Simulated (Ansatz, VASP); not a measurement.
# Al3W: VASP beside Ansatz

Aim: how closely do two programs agree when they are given the same cell, functional and k mesh? The cell is generated by rule, not measured, and may not be a known phase. The cell is taken from a series of runs on this material, whose earlier steps may have relaxed, scaled, displaced or heated it; both programs get it as it stands.

Program: Ansatz 0.2.0. Level of theory: plane waves, with VASP 6.6.1 beside it; relaxation of cell and atoms at PBE and zone-centre phonons at PBE. Results are calculated unless marked as measured.

The structure was built from a prototype and need not be the compound's stable phase.

## (1) The structure

The structure is cubic, space group Pm-3m (No. 221). The conventional cell has a = 3.942 Å, b = 3.942 Å, c = 3.942 Å, α = 90.00°, β = 90.00°, γ = 90.00°. Nearest to W lie 12 Al at 2.79 Å. Nearest to Al lie 4 W at 2.79 Å and 8 Al at 2.79 Å. Farther neighbours are not listed.

As a file:

```
W Al
1.0
     3.94176    0.00000    0.00000
     0.00000    3.94176    0.00000
     0.00000    0.00000    3.94176
W Al
1 3
Cartesian
  0.0000 0.0000 0.0000
  0.0000 1.9709 1.9709
  1.9709 0.0000 1.9709
  1.9709 1.9709 0.0000
```

## (2) VASP: relaxation of cell and atoms, PBE

The relaxed volume is the usual yardstick between codes: in a stiff, nearly cubic crystal its relative difference is about their pressure difference at one cell divided by the bulk modulus.

Lines of VASP's logs that name or quote its potential files are left out, and so is its time.

INCAR reads:

```
SYSTEM = Al3W
PREC = Accurate
ENCUT = 600
EDIFF = 1E-07
NELM = 120
ISMEAR = 1
SIGMA = 0.15
LREAL = .FALSE.
ALGO = Normal
GGA = PE
NBANDS = 13
LASPH = .TRUE.
LORBIT = 11
LWAVE = .FALSE.
LCHARG = .FALSE.
ISIF = 3
IBRION = 2
NSW = 80
EDIFFG = -0.005
GGA_COMPAT = .FALSE.
NELMIN = 4
KPAR = 2
```

POSCAR reads:

```
Al3W
1.0
    3.9417550000      0.0000000000      0.0000000000
    0.0000000000      3.9417550000      0.0000000000
    0.0000000000      0.0000000000      3.9417550000
W Al
1 3
Direct
    0.0000000000      0.0000000000      0.0000000000
    0.0000000000      0.5000001268      0.5000001268
    0.5000001268      0.0000000000      0.5000001268
    0.5000001268      0.5000001268      0.0000000000
```

KPOINTS reads:

```
Automatic mesh
0
Gamma
10 10 10
0 0 0
```

Potentials, in the order of the species: W and Al (PBE family, release 64).

On the command line:

```console
$ mpirun -np 2 vasp_std
```

Numbers of over 12 decimals in the logs are rounded to 6 here.

The log of the run:

```text
[banner, memory and clock lines left out]
running    2 mpi-ranks, on    1 nodes
 distrk:  each k-point on    1 cores,    2 groups
 distr:  one band on    1 cores,    1 groups

 POSCAR found type information on POSCAR W Al
 POSCAR found :  2 types and       4 ions
 LDA part: xc-table for (Slater+PW92), standard interpolation
 POSCAR, INCAR and KPOINTS ok, starting setup
 FFT: planning ... GRIDC
 FFT: planning ... GRID_SOFT
 FFT: planning ... GRID
 WAVECAR not read
 entering main loop
       N       E                     dE             d eps       ncg     rms          rms(c)
DAV:   1     0.261412560071E+02    0.26141E+02   -0.60949E+03  1456   0.104E+03
DAV:   2    -0.220828077657E+02   -0.48224E+02   -0.43286E+02  1859   0.173E+02
DAV:   3    -0.249030903974E+02   -0.28203E+01   -0.25640E+01  1973   0.341E+01
DAV:   4    -0.249684797918E+02   -0.65389E-01   -0.65097E-01  1731   0.553E+00
DAV:   5    -0.249698346289E+02   -0.13548E-02   -0.13545E-02  1916   0.843E-01    0.179E+01
DAV:   6    -0.242198444022E+02    0.74999E+00   -0.42632E+00  1999   0.118E+01    0.589E+00
DAV:   7    -0.240500461865E+02    0.16980E+00   -0.91021E-01  1882   0.588E+00    0.532E+00
DAV:   8    -0.239916297093E+02    0.58416E-01   -0.91454E-02  1811   0.206E+00    0.338E-01
DAV:   9    -0.239910526807E+02    0.57703E-03   -0.57355E-03  1943   0.500E-01    0.150E-01
DAV:  10    -0.239908535434E+02    0.19914E-03   -0.82657E-04  1869   0.166E-01    0.441E-02
DAV:  11    -0.239908506806E+02    0.28628E-05   -0.25753E-05  1706   0.416E-02    0.110E-02
DAV:  12    -0.239908498736E+02    0.80700E-06   -0.22456E-06  1889   0.938E-03    0.138E-03
DAV:  13    -0.239908496924E+02    0.18119E-06   -0.58845E-08  1038   0.183E-03    0.786E-04
DAV:  14    -0.239908495374E+02    0.15507E-06   -0.29332E-08   893   0.119E-03    0.113E-03
DAV:  15    -0.239908495485E+02   -0.11153E-07   -0.88297E-09   848   0.861E-04
   1 F= -.23990850E+02 E0= -.23991378E+02  d E =-.239908E+02
 curvature:   0.00 expect dE= 0.000E+00 dE for cont linesearch  0.000E+00
 trial: gam= 0.00000 g(F)=  0.000E+00 g(S)=  0.760E-03 ort = 0.000E+00 (trialstep = 0.100E+01)
 search vector abs. value=  0.760E-03
 bond charge predicted
       N       E                     dE             d eps       ncg     rms          rms(c)
DAV:   1    -0.239914737045E+02   -0.62417E-03   -0.15902E-02  1546   0.859E-01    0.263E-01
DAV:   2    -0.239909619993E+02    0.51171E-03   -0.30229E-03  1749   0.332E-01    0.749E-02
DAV:   3    -0.239908795320E+02    0.82467E-04   -0.37449E-04  1768   0.123E-01    0.690E-02
DAV:   4    -0.239908744010E+02    0.51309E-05   -0.26079E-05  1556   0.349E-02    0.866E-03
DAV:   5    -0.239908740560E+02    0.34504E-06   -0.31489E-06  2011   0.137E-02    0.589E-03
DAV:   6    -0.239908743328E+02   -0.27687E-06   -0.68123E-07  1626   0.423E-03    0.497E-03
DAV:   7    -0.239908744612E+02   -0.12839E-06   -0.15821E-07  1023   0.288E-03    0.199E-03
DAV:   8    -0.239908744293E+02    0.31910E-07   -0.16847E-08   773   0.149E-03
   2 F= -.23990874E+02 E0= -.23991424E+02  d E =-.248808E-04
 trial-energy change:   -0.000025  1 .order   -0.000009   -0.000760    0.000741
 step:   0.5217(harm=  0.5063)  dis= 0.00000  next Energy=   -23.991050 (dE=-0.200E-03)
 bond charge predicted
       N       E                     dE             d eps       ncg     rms          rms(c)
DAV:   1    -0.239911970961E+02   -0.32263E-03   -0.36337E-03  1551   0.410E-01    0.126E-01
DAV:   2    -0.239910749106E+02    0.12219E-03   -0.69661E-04  1754   0.159E-01    0.359E-02
DAV:   3    -0.239910547857E+02    0.20125E-04   -0.86546E-05  1773   0.592E-02    0.330E-02
DAV:   4    -0.239910503200E+02    0.44657E-05   -0.59015E-06  1536   0.167E-02    0.411E-03
DAV:   5    -0.239910501957E+02    0.12433E-06   -0.68686E-07  1820   0.643E-03    0.264E-03
DAV:   6    -0.239910500749E+02    0.12084E-06   -0.12459E-07   816   0.195E-03    0.160E-03
DAV:   7    -0.239910500223E+02    0.52553E-07   -0.14512E-08   748   0.996E-04
   3 F= -.23991050E+02 E0= -.23991589E+02  d E =-.200474E-03
 curvature:  -0.25 expect dE=-0.132E-06 dE for cont linesearch -0.132E-06
 trial: gam= 0.00000 g(F)=  0.274E-51 g(S)=  0.523E-06 ort =-0.199E-04 (trialstep = 0.904E+00)
 search vector abs. value=  0.523E-06
 reached required accuracy - stopping structural energy minimisation
```

From OUTCAR (step 2):

```text
ion  position               nearest neighbor table
   1  0.000  0.000  0.000-   2 2.79   3 2.79   4 2.79   4 2.79   2 2.79   3 2.79   3 2.79   4 2.79
                             2 2.79   3 2.79   2 2.79   4 2.79
   2  0.000  0.500  0.500-   1 2.79   3 2.79   4 2.79   4 2.79   3 2.79   1 2.79   4 2.79   1 2.79
                             3 2.79   3 2.79   4 2.79   1 2.79
   3  0.500  0.000  0.500-   1 2.79   2 2.79   4 2.79   4 2.79   2 2.79   1 2.79   4 2.79   1 2.79
                             2 2.79   4 2.79   2 2.79   1 2.79
   4  0.500  0.500  0.000-   1 2.79   2 2.79   3 2.79   3 2.79   2 2.79   1 2.79   3 2.79   1 2.79
                             2 2.79   3 2.79   2 2.79   1 2.79

  LATTYP: Found a simple cubic cell.
 ALAT       =     3.9417550000

 Subroutine GETGRP returns: Found 48 space group operations
 (whereof 48 operations were pure point group operations)

The static configuration has the point symmetry O_h .

 Found     56 irreducible k-points:

   k-points           NKPTS =     56   k-points in BZ     NKDIM =     56   number of bands    NBANDS=     13

   dimension x,y,z NGX =    32 NGY =   32 NGZ =   32
   dimension x,y,z NGXF=    64 NGYF=   64 NGZF=   64

   ENCUT  =  600.0 eV  44.10 Ry    6.64 a.u.   7.87  7.87  7.87*2*pi/ulx,y,z

   NELECT =      15.0000    total number of electrons

 k-points in reciprocal lattice and weights: Automatic mesh
   0.00000000  0.00000000  0.00000000       0.001
   0.10000000  0.00000000  0.00000000       0.006
   0.20000000  0.00000000  0.00000000       0.006
   0.30000000  0.00000000  0.00000000       0.006
   0.40000000  0.00000000  0.00000000       0.006
   0.50000000  0.00000000  0.00000000       0.003
   0.10000000  0.10000000  0.00000000       0.012
   0.20000000  0.10000000  0.00000000       0.024
   0.30000000  0.10000000  0.00000000       0.024
[...]
0.50000000  0.50000000  0.40000000       0.006
   0.50000000  0.50000000  0.50000000       0.001

 average (electrostatic) potential at core
       1 -36.8751       2 -71.8131       3 -71.8131       4 -71.8131

 E-fermi :   8.7040

 k-point     1 :       0.0000    0.0000    0.0000
  band No.  band energies     occupation
    ...
      6       6.4541      2.00000
      7       7.7589      2.00000
      8       7.7589      2.00000
      9       7.7589      2.00000
     10       8.6854      1.20857
     11      13.8516      0.00000
     12      13.8516      0.00000
     13      14.1794      0.00000

 k-point     2 :       0.1000    0.0000    0.0000
  band No.  band energies     occupation
    ...
      5       6.2933      2.00000
      6       6.3503      2.00000
      7       7.7853      2.00000
      8       7.9450      2.00000
      9       7.9450      2.00000
     10       9.2592     -0.00000
     11      12.8590      0.00000
     12      14.0018      0.00000
     13      14.2554      0.00000

 k-point     3 :       0.2000    0.0000    0.0000
  band No.  band energies     occupation
    ...
      5       5.9800      2.00000
      6       6.5566      2.00000
      7       7.8563      2.00000
      8       8.3462      2.00380
      9       8.3462      2.00380
     10      10.2204     -0.00000
     11      11.7619      0.00000
     12      14.0752      0.00000
     13      14.0752      0.00000

  Total        0.0038005      0.0038005      0.0038005      0.0000000      0.0000000      0.0000000
  in kB        0.0996951      0.0996951      0.0996951      0.0000000      0.0000000      0.0000000
  external PRESSURE =       0.0996951 kB  Pullay stress =       0.0000000 kB

  energy-cutoff  :      600.00
  volume of cell :       61.08
      direct lattice vectors                 reciprocal lattice vectors
     3.938160339  0.000000000 -0.000000000     0.253925669  0.000000000  0.000000000
     0.000000000  3.938160339  0.000000000    -0.000000000  0.253925669 -0.000000000
    -0.000000000  0.000000000  3.938160339     0.000000000  0.000000000  0.253925669

 POSITION                                       TOTAL-FORCE (eV/Angst)
 -----------------------------------------------------------------------------------
      0.00000      0.00000      0.00000        -0.000000      0.000000      0.000000
     -0.00000      1.96908      1.96908         0.000000      0.000000      0.000000
      1.96908      0.00000      1.96908         0.000000      0.000000      0.000000
      1.96908      1.96908     -0.00000        -0.000000      0.000000      0.000000
 -----------------------------------------------------------------------------------
    total drift:                                0.000048      0.000048      0.000048

  FREE ENERGIE OF THE ION-ELECTRON SYSTEM (eV)
  ---------------------------------------------------
  free  energy   TOTEN  =       -23.9910500223 eV

  energy  without entropy=      -23.9926674598  energy(sigma->0) =      -23.99158917

 reached required accuracy - stopping structural energy minimisation

 total charge
# of ion       s       p       d       tot
------------------------------------------
    1        0.641   0.440   4.244   5.325
    2        0.393   0.401   0.000   0.793
    3        0.393   0.401   0.000   0.793
    4        0.393   0.401   0.000   0.793
--------------------------------------------------
tot          1.819   1.643   4.244   7.705

[... 3 further parts left out ...]
```

CONTCAR:

```
Al3W
   1.00000000000000
     3.9381603392927991    0.0000000000000000   -0.0000000000000000
     0.0000000000000000    3.9381603392927991    0.0000000000000000
    -0.0000000000000000    0.0000000000000000    3.9381603392927991
  W               Al
     1     3
Direct
     0.0000000000000000    0.0000000000000000    0.0000000000000000
     0.0000000000000000    0.5000001268000034    0.5000001268000034
     0.5000001268000034    0.0000000000000000    0.5000001268000034
     0.5000001268000034    0.5000001268000034    0.0000000000000000
```

This run has no spin polarisation. Its electron count is odd, so without a moment it is a metal by construction. The data set W keeps the semicore shell frozen, which is cheaper and a little less accurate. The run keeps the 48 symmetry operations of its start, so it cannot find a distortion of lower symmetry.

## (3) Ansatz: relaxation of cell and atoms, PBE

Ansatz runs on its default PAW (the set named soft_2) files.

The same cell, functional, mesh and smearing now go to Ansatz, which takes its cutoff from its data sets.

input.yaml reads:

```yaml
crystal:
  lattice:
    - [3.9417553046, 0.0, 0.0]
    - [0.0, 3.9417553046, 0.0]
    - [0.0, 0.0, 3.9417553046]
  atoms:
    - { symbol: W, position: [0.0, 0.0, 0.0] }
    - { symbol: Al, position: [0.0, 0.5, 0.5] }
    - { symbol: Al, position: [0.5, 0.0, 0.5] }
    - { symbol: Al, position: [0.5, 0.5, 0.0] }
kpoints:
  mp_grid: { grid: [10, 10, 10] }
hamiltonian:
  xc: pbe
scf:
  occupations: { method: methfessel_paxton, width: 0.15 }
output:
  forces: true
  stress: true
  eigenvalues: true
  write_density: true
  write_potential: true
  elf: true
  volumetric_format: npy
relax:
  adjacent_minimum: "off"
  f_tol: 0.001
  max_steps: 60
  cell: { stress_tol: 0.01 }
```

On the command line:

```console
$ ansatz run input.yaml --threads 2 --pin off --max-ram 5120MiB --backend cpu --events-out ev --progress --plain --runs-dir out
```

The log of the run:

```text
Engine: ansatz 0.2.0, aarch64-unknown-linux-gnu
Pseudopotentials: kind: paw
Pseudopotential: W, paw, valence charge 14, recommended cutoff 420 eV (normal), W.paw.azcp
Pseudopotential: Al, paw, valence charge 3, recommended cutoff 420 eV (normal), Al.paw.azcp
Functional definition: PBE
  parameter kappa = 0.804
  parameter beta = 0.066725
  exchange = pbe_x(kappa = kappa, mu = beta*pi^2/3)
  correlation = pbe_c(beta = beta)
Crystal: 4 atoms, lattice volume = 61.245 Å³
Basis set: ecut = 420 eV, 1213 PW (Γ), exchange–correlation on 54×54×54 points (8 copies of the dense FFT grid, shifted against one another)
Bands: 16, of which v1, the nominal top of the filled ones, is band 12 counted from 1 (11 counted from 0)
Symmetry: 48 space group operations
Space group: Pm-3m (ITA 221), of the structure as read, at distance tolerance 3.9e-5 Å
k-points: 56 of 1000
Non-local potential: W, projectors of the file, l = 0: 3, l = 1: 2, l = 2: 2, l = 3: 1
Non-local potential: Al, projectors of the file, l = 0: 2, l = 1: 2, l = 2: 1
PAW form: soft (Blöchl's): semilocal exchange-correlation on the pseudo side does not see the compensation charge
PAW one-centre angular grid: W, 590 points (default); XC on 64 Gauss nodes
PAW one-centre angular grid: Al, 110 points (default); XC on 64 Gauss nodes
Initial density: superposition of atomic densities (neutral atoms: chi_scale 0, normalization atom), corrected by the library's trained network
Initial wavefunctions: pseudopotential atomic-orbital guess
Functional: x = pbe(κ = 0.804, μ = 0.219515), c = pbe(β = 0.066725)
SCF iter   1: F=—  HF=-11997.073766 eV  |F-HF|=—  |Δ(HF+E_count)|=         —  Δρ=6.23e-3  dr2=1.95e-2  ethr=1.77e-3  ⟨swp⟩=5.7  Hψ=5192  notcnv=0
preconditioner: auto → Kerker (q_TF=auto, 2.317 Å⁻¹)  [metal: Δε(μ)=0.034 eV  Ē_g=6.184 eV  σ=0.150 eV  W_gap=0.19  n_scr=18 (ndim 8)  ℏωp=18.4 eV  f_vac=0.000  D(μ)=2.89/eV (n_scr^D=26)]
SCF iter   2: F=—  HF=-11997.070963 eV  |F-HF|=—  |Δ(HF+E_count)|=   2.80e-3  S|Δr|=    0.00e0  Δρ=2.99e-3  dr2=2.39e-3  ethr=8.48e-5  ⟨swp⟩=1.1  Hψ=1369  notcnv=0
SCF iter   3: F=—  HF=-11997.070906 eV  |F-HF|=—  |Δ(HF+E_count)|=   5.73e-5  S|Δr|=    0.00e0  Δρ=1.14e-3  dr2=4.10e-4  ethr=1.04e-5  ⟨swp⟩=1.0  Hψ=896  notcnv=0
SCF iter   4: F=—  HF=-11997.070911 eV  |F-HF|=—  |Δ(HF+E_count)|=   4.80e-6  S|Δr|=    0.00e0  Δρ=1.11e-4  dr2=8.73e-6  ethr=1.78e-6  ⟨swp⟩=1.8  Hψ=1362  notcnv=0
SCF iter   5: F=—  HF=-11997.070895 eV  |F-HF|=—  |Δ(HF+E_count)|=   1.57e-5  S|Δr|=    0.00e0  Δρ=2.23e-5  dr2=5.30e-7  ethr=3.80e-8  ⟨swp⟩=2.2  Hψ=1218  notcnv=0
SCF iter   6: F=-11997.070895 eV  HF=-11997.070895 eV  |F-HF|=1.43e-8  |Δ(HF+E_count)|=   9.89e-8  S|Δr|=    0.00e0  Δρ=4.24e-6  dr2=1.74e-8  ethr=4.35e-10  ⟨swp⟩=8.8  Hψ=6012  notcnv=0
SCF 1 converged in 6 iterations: F = -11997.070895 eV  dr2 = 1.74e-8
  greatest PAW one-centre occupation: 1.000 electrons in one spin orbital (limit 2), on the W atom at site 0 (counted from 0), in its partial waves of l = 0
relax step   1: F+E_penalty+E_count = -11997.07089475 eV  Δ(F+E_penalty+E_count) = +0.000e0 eV  max|allowed force component| = 5.526e-31 eV/Å  Δτ_max = 0.0000 Å  P = -0.029 GPa  Ω = 61.245 Å³  (6 SCF iters, dr2 threshold 1.00e-7 eV, accepted)
[...]
relax step   2: F+E_penalty+E_count = -11997.07090451 eV  Δ(F+E_penalty+E_count) = -9.760e-6 eV  max|allowed force component| = 5.138e-30 eV/Å  Δτ_max = 0.0000 Å  P = +0.018 GPa  Ω = 61.224 Å³  energy of the carried Pulay correction = +9.068e-6 eV  (4 SCF iters, dr2 threshold 2.10e-9 eV, accepted)
[...]
relax step   3: F+E_penalty+E_count = -11997.07090147 eV  Δ(F+E_penalty+E_count) = +3.040e-6 eV  max|allowed force component| = 2.301e-30 eV/Å  Δτ_max = 0.0000 Å  P = +0.000 GPa  Ω = 61.232 Å³  energy of the carried Pulay correction = +5.586e-6 eV  (4 SCF iters, dr2 threshold 8.17e-10 eV, accepted)
[...]
relax step   4: F+E_penalty+E_count = -11997.07088473 eV  Δ(F+E_penalty+E_count) = +1.674e-5 eV  max|allowed force component| = 2.455e-31 eV/Å  Δτ_max = 0.0000 Å  P = -0.000 GPa  Ω = 61.232 Å³  stress off target by 1.53e-4 GPa  SCF on the basis re-selected at this cell (its energy is not comparable with the rows above)  (7 SCF iters)
basis re-selected at this cell: Δ(F+E_penalty+E_count) = +1.674e-5 eV, ΔP = -0.000 GPa vs the last step (what re-selecting the basis moved, of the pressure what is left beyond the Pulay correction that the steps carried, after the strain that the cell walked since its last selection, with what the two solves' SCF thresholds leave and, on support functions, any second-order correction that the steps lacked; it is no m [...]
SCF converged after 7 iterations
Stability not checked: this state was not tested for a lower state beside it, because cold or Methfessel-Paxton smearing, or corrected tetrahedra, fill the levels in a way that the test cannot read (fill_not_monotonic; see scf.lower_state_search)
Free energy (F): -11997.070885 eV
Harris-Foulkes:  -11997.070885 eV  (|F-HF|=3.64e-12)
Internal energy: -11997.072481 eV  (E = F + TS)
E sigma→0 (E₀):  -11997.071284 eV
Entropy (-TS):   0.001596 eV (0.399 meV/atom)
Fermi energy:    12.484010 eV
--- Per-component energies (eV) ---
  E_band       = -152.096267
  E_kinetic    = 522.223319
  E_local      = -1193.662452  (includes V_loc(G=0)·N_el)
  E_nonlocal   = 33.332525
  E_hartree    = 474.951244
  E_xc         = -387.106498
  E_vxc        = -327.053572  (∫ρ·V_xc dr)
  E_paw        = -9965.432300  (= ΣΔE_a)
  E_vpaw       = -136.838530  (= ΣTr[D̂ρ^β])
  E_aug_tail   = -0.000066  (compensation charges beyond the density's cutoff)
  E_ewald      = -1481.378252
  E_smearing   = 0.001596  (= −TS)
  E_closure    = 0.000000  (closes the sum)
  Σ components = -11997.070885   (vs F -11997.070885, Δ=0.00e0)
--- Forces (eV/Å), atoms counted from 1 ---
  atom   1  W     -0.00000000    -0.00000000     0.00000000
  atom   2  Al     0.00000000    -0.00000000    -0.00000000
  atom   3  Al     0.00000000    -0.00000000    -0.00000000
  atom   4  Al     0.00000000    -0.00000000     0.00000000
  max |Σ_I F_I| component: 5.96e-31 eV/Å
--- Stress (GPa, compression-positive) ---
       -0.000153       0.000000       0.000000
        0.000000      -0.000153       0.000000
        0.000000       0.000000      -0.000153
  P = ⅓ Tr σ = -0.0002 GPa (-0.002 kbar)
--- Band table (eV; the first three rows and the last of 56) ---
  k-point 0: bands = [... 8 lower, 10.2404, 10.2404, 11.5423, 11.5423, 11.5423, 12.4583, 17.6188, 17.6188]
  k-point 1: bands = [... 8 lower, 10.0797, 10.1335, 11.5688, 11.7272, 11.7272, 13.0311, 16.6020, 17.7679]
  k-point 2: bands = [... 8 lower, 9.7663, 10.3364, 11.6400, 12.1252, 12.1252, 13.9910, 15.5032, 17.8182]
  k-point 55: bands = [... 8 lower, 8.9175, 8.9175, 8.9175, 11.0043, 13.0298, 13.0298, 15.8608, 15.8608]
--- Relaxed structure (3 steps of the walk, 3 accepted, 1 SCFs on fresh bases) ---
  F+E_penalty+E_count = -11997.07088473 eV   max|allowed force component| = 2.455e-31 eV/Å   (the final SCF, on the basis selected at the relaxed cell)
  cell:  # Å, volume = 61.2322 Å³
    - [3.941487, 0, 0.0]
    - [0, 3.941487, 0.0]
    - [0.0, 0.0, 3.941487]
  atoms:
    - { symbol: W, position: [0, 0, 0] }
    - { symbol: Al, position: [0, 0.5, 0.5] }
    - { symbol: Al, position: [0.5, 0, 0.5] }
    - { symbol: Al, position: [0.5, 0.5, 0] }
```

Reading the cycles: dr2 is the Hartree energy of the density residual (eV), the measure of convergence; HF is the Harris–Foulkes estimate of the energy, which meets the free energy F at convergence.

## (4) Differences

Known differences besides the potentials themselves: the data sets hold 23 valence electrons in Ansatz (on its default PAW (the set named soft_2) files) and 15 in VASP; the cutoff is 420 eV in Ansatz and 600 eV in VASP; Ansatz adds a Pulay correction to the stress that steers its cell, VASP none. Total energies have different zeros and are not compared.

Both answers:

| quantity | Ansatz | VASP | difference |
| --- | --- | --- | --- |
| volume (Å³) | 61.23 | 61.08 | +0.25 % |
| edge a after relaxation, in the typed setting (Å) | 3.942 | 3.938 | +0.08 % |

(Continued in part 2 of 2.)

[Lines on the potential files, build, host, timing and source positions are cut from VASP's logs without a mark.]

[Logs are printed without paths, hosts, clocks, repeated set-up lines and the standing remarks that a program may print on its own settings, such as how far it seeks lower states.]

[Hosts, paths, dates, database ids (printed as entryN), source tags and the programs' standing remarks are cut or masked in the printed files.]
